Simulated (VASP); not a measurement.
Level of theory: PBE GGA, VASP's PBE PAW potentials (set 64) (plane waves; VASP 6.6.1).

A VASP calculation is set up with these files.

File KPOINTS:
```
K-points
0
gamma
  7 7 7
0 0 0
```

File POSCAR:
```
CeO2
1
    0.0000000000     2.7067660815     2.7067660815
    2.7067660815     0.0000000000     2.7067660815
    2.7067660815     2.7067660815     0.0000000000
Ce O
1 2
Direct
  0.0000000000   0.0000000000   0.0000000000
  0.2500000000   0.2500000000   0.2500000000
  0.7500000000   0.7500000000   0.7500000000
```

**INCAR**
```
! general
SYSTEM  = CeO2
PREC    = Accurate
ENCUT   = 620   ! plane-wave cut-off (eV)
LREAL   = F
LASPH   = T

! electronic loop
EDIFF   = 1E-6   ! SCF stop (eV)
NELM    = 100
ALGO    = Normal
LMAXMIX = 6   ! l cut-off of mixed one-centre charges

! smearing
ISMEAR  = 0
SIGMA   = 0.05   ! width (eV)

! functional
GGA     = PE

! ions
IBRION  = 2   ! conjugate gradients
NSW     = 40   ! most ionic steps
ISIF    = 3   ! ions, shape and volume
EDIFFG  = -0.02
PSTRESS = 100   ! kbar

! output
LWAVE   = F
LCHARG  = F
```

POTCAR, in this order: Ce O (PBE.64 set). Program: vasp_std.

Output of the run:

File OSZICAR:
```
       N       E                     dE             d eps       ncg     rms          rms(c)
DAV:   1     0.245925834620E+03    0.24593E+03   -0.13037E+04   640   0.230E+03
DAV:   2     0.250942811651E+01   -0.24342E+03   -0.23184E+03   984   0.325E+02
DAV:   3    -0.301690528181E+02   -0.32678E+02   -0.29218E+02   792   0.158E+02
DAV:   4    -0.316895949995E+02   -0.15205E+01   -0.15203E+01   960   0.339E+01
DAV:   5    -0.317867195374E+02   -0.97125E-01   -0.97109E-01  1072   0.746E+00    0.313E+01
DAV:   6    -0.293397089964E+02    0.24470E+01   -0.91051E+01   960   0.599E+01    0.249E+01
DAV:   7    -0.282078576565E+02    0.11319E+01   -0.17494E+02   968   0.131E+02    0.219E+01
DAV:   8    -0.274473260715E+02    0.76053E+00   -0.34018E+00   752   0.205E+01    0.142E+01
DAV:   9    -0.262593467900E+02    0.11880E+01   -0.69624E+00   960   0.221E+01    0.165E+00
DAV:  10    -0.262451781948E+02    0.14169E-01   -0.23915E-01  1128   0.405E+00    0.120E+00
DAV:  11    -0.262333964742E+02    0.11782E-01   -0.32834E-02   936   0.181E+00    0.122E+00
DAV:  12    -0.262198113821E+02    0.13585E-01   -0.81336E-02   680   0.185E+00    0.883E-01
DAV:  13    -0.262197513530E+02    0.60029E-04   -0.10688E-01  1120   0.340E+00    0.824E-01
DAV:  14    -0.262171589701E+02    0.25924E-02   -0.15857E-02   848   0.129E+00    0.301E-01
DAV:  15    -0.262171245449E+02    0.34425E-04   -0.79564E-04  1032   0.242E-01    0.130E-01
DAV:  16    -0.262171313253E+02   -0.67804E-05   -0.27215E-04   832   0.112E-01    0.122E-01
DAV:  17    -0.262170918685E+02    0.39457E-04   -0.18965E-04  1040   0.125E-01    0.373E-02
DAV:  18    -0.262170866943E+02    0.51741E-05   -0.28738E-05  1040   0.486E-02    0.130E-02
DAV:  19    -0.262170853497E+02    0.13446E-05   -0.41041E-06   608   0.214E-02    0.220E-03
DAV:  20    -0.262170853552E+02   -0.54640E-08   -0.27649E-07   448   0.617E-03
   1 F= -.23741536E+02 E0= -.23741536E+02  d E =-.237415E+02
       N       E                     dE             d eps       ncg     rms          rms(c)
DAV:   1    -0.266710834611E+02   -0.45400E+00   -0.17533E+01   680   0.457E+01    0.139E+01
DAV:   2    -0.261639468769E+02    0.50714E+00   -0.32352E+00   904   0.197E+01    0.244E+00
DAV:   3    -0.261337918120E+02    0.30155E-01   -0.20920E+00   936   0.128E+01    0.362E+00
DAV:   4    -0.260515840356E+02    0.82208E-01   -0.58574E-01   952   0.738E+00    0.257E-01
DAV:   5    -0.260512348148E+02    0.34922E-03   -0.29293E-02  1072   0.914E-01    0.223E-01
DAV:   6    -0.260515567579E+02   -0.32194E-03   -0.10407E-03   864   0.189E-01    0.222E-01
DAV:   7    -0.260531006848E+02   -0.15439E-02   -0.36564E-03  1152   0.491E-01    0.119E-01
DAV:   8    -0.260529383898E+02    0.16230E-03   -0.10586E-03  1192   0.210E-01    0.451E-02
DAV:   9    -0.260529376353E+02    0.75444E-06   -0.55886E-05   832   0.633E-02    0.860E-03
DAV:  10    -0.260529377997E+02   -0.16441E-06   -0.16597E-05  1064   0.295E-02    0.989E-03
DAV:  11    -0.260529387595E+02   -0.95973E-06   -0.10522E-06   392   0.119E-02
   2 F= -.23721776E+02 E0= -.23721776E+02  d E =0.197603E-01
       N       E                     dE             d eps       ncg     rms          rms(c)
DAV:   1    -0.264145938525E+02   -0.36166E+00   -0.63703E+00   672   0.264E+01    0.883E+00
DAV:   2    -0.263166657543E+02    0.97928E-01   -0.35026E+00   960   0.203E+01    0.322E+00
DAV:   3    -0.262058603193E+02    0.11081E+00   -0.20039E+00   944   0.118E+01    0.268E+00
DAV:   4    -0.261743594768E+02    0.31501E-01   -0.33095E-01   944   0.558E+00    0.167E-01
DAV:   5    -0.261733984744E+02    0.96100E-03   -0.99154E-03  1032   0.943E-01    0.351E-01
DAV:   6    -0.261736158021E+02   -0.21733E-03   -0.28583E-03  1200   0.460E-01    0.104E-01
DAV:   7    -0.261736701510E+02   -0.54349E-04   -0.33601E-04  1040   0.130E-01    0.829E-02
DAV:   8    -0.261736087658E+02    0.61385E-04   -0.11318E-03  1000   0.316E-01    0.112E-02
DAV:   9    -0.261736174406E+02   -0.86748E-05   -0.87848E-05   880   0.511E-02    0.135E-02
DAV:  10    -0.261736178688E+02   -0.42824E-06   -0.30843E-06   560   0.110E-02
   3 F= -.23756566E+02 E0= -.23756566E+02  d E =-.150296E-01
```

### OUTCAR
```
------------------------ aborting loop because EDIFF is reached ----------------------------------------
  FORCE on cell =-STRESS in cart. coord.  units (eV):
  Direction    XX          YY          ZZ          XY          YZ          ZX
  --------------------------------------------------------------------------------------
  Total        2.3878236      2.3878236      2.3878236      0.0000000      0.0000000      0.0000000
  in kB       98.7907317     98.7907317     98.7907317      0.0000000      0.0000000      0.0000000
  external PRESSURE =      -1.2092683 kB  Pullay stress =     100.0000000 kB
  volume of cell :       38.73
      direct lattice vectors                 reciprocal lattice vectors
    -0.000000000  2.685275664  2.685275664    -0.186200622  0.186200622  0.186200622
     2.685275664  0.000000000  2.685275664     0.186200622 -0.186200622  0.186200622
     2.685275664  2.685275664  0.000000000     0.186200622  0.186200622 -0.186200622
 POSITION                                       TOTAL-FORCE (eV/Angst)
 -----------------------------------------------------------------------------------
      0.00000      0.00000      0.00000        -0.000000     -0.000000     -0.000000
      1.34264      1.34264      1.34264         0.000000      0.000000      0.000000
      4.02791      4.02791      4.02791        -0.000000     -0.000000     -0.000000
 -----------------------------------------------------------------------------------
    total drift:                                0.000000     -0.000000      0.000000
  FREE ENERGIE OF THE ION-ELECTRON SYSTEM (eV)
  ---------------------------------------------------
  free  energy   TOTEN  =       -26.1736178688 eV

  energy  without entropy=      -26.1736178688  energy(sigma->0) =      -26.17361787
  enthalpy is  TOTEN    =       -23.7565656068 eV   P V=        2.4170522620

 reached required accuracy - stopping structural energy minimisation
```
(Selected blocks of OUTCAR.)

### CONTCAR
```
CeO2
   1.00000000000000
    -0.0000000000000000    2.6852756635213626    2.6852756635213626
     2.6852756635213626    0.0000000000000000    2.6852756635213626
     2.6852756635213626    2.6852756635213626    0.0000000000000000
  Ce              O
     1     2
Direct
     0.0000000000000000    0.0000000000000000    0.0000000000000000
     0.2500000000000000    0.2500000000000000    0.2500000000000000
     0.7500000000000000    0.7500000000000000    0.7500000000000000
```

### OUTCAR
```
 val. band max:        5.5923952952   @ k =  -0.2857   0.2857   0.0000

 cond. band min:       7.6344209822   @ k =  -0.4286   0.1429   0.0000


 Fermi energy:         5.8242289969

 k-point     1 :       0.0000    0.0000    0.0000
  band No.  band energies     occupation
      1     -26.7987      2.00000
      2     -10.8001      2.00000
      3      -9.8601      2.00000
      4      -8.9154      2.00000
      5      -8.9154      2.00000
      6      -8.9154      2.00000
      7       1.5732      2.00000
      8       1.5732      2.00000
      9       1.5732      2.00000
     10       4.9273      2.00000
     11       4.9273      2.00000
     12       4.9273      2.00000
     13       7.9541      0.00000
     14       7.9541      0.00000
     15       7.9541      0.00000
     16       8.2238      0.00000

 k-point     2 :       0.1429    0.0000    0.0000
  band No.  band energies     occupation
      1     -26.7555      2.00000
      2     -11.4588      2.00000
      3     -10.0276      2.00000
      4      -8.9680      2.00000
      5      -8.9680      2.00000
      6      -8.2338      2.00000
      7       1.7651      2.00000
      8       1.7651      2.00000
      9       2.1047      2.00000
     10       4.7533      2.00000
     11       4.8562      2.00000
     12       4.8562      2.00000
     13       7.9319      0.00000
     14       7.9319      0.00000
     15       7.9560      0.00000
     16       8.2492      0.00000

 k-point     3 :       0.2857    0.0000    0.0000
  band No.  band energies     occupation
      1     -26.6558      2.00000
      2     -12.3838      2.00000
      3     -10.3980      2.00000
      4      -9.0818      2.00000
      5      -9.0818      2.00000
      6      -7.1971      2.00000
      7       2.1694      2.00000
      8       2.1694      2.00000
      9       3.2537      2.00000
     10       4.4967      2.00000
     11       4.7535      2.00000
     12       4.7535      2.00000
     13       7.8641      0.00000
...
```

Energy and stress use the plane-wave basis of the starting cell.

The compound is CeO2 in the fluorite structure. This run relaxes it under an external pressure of 10 GPa. Symmetry was kept, so distortions that lower it aren't found. The run is not spin-polarised, so no magnetic state was tried.
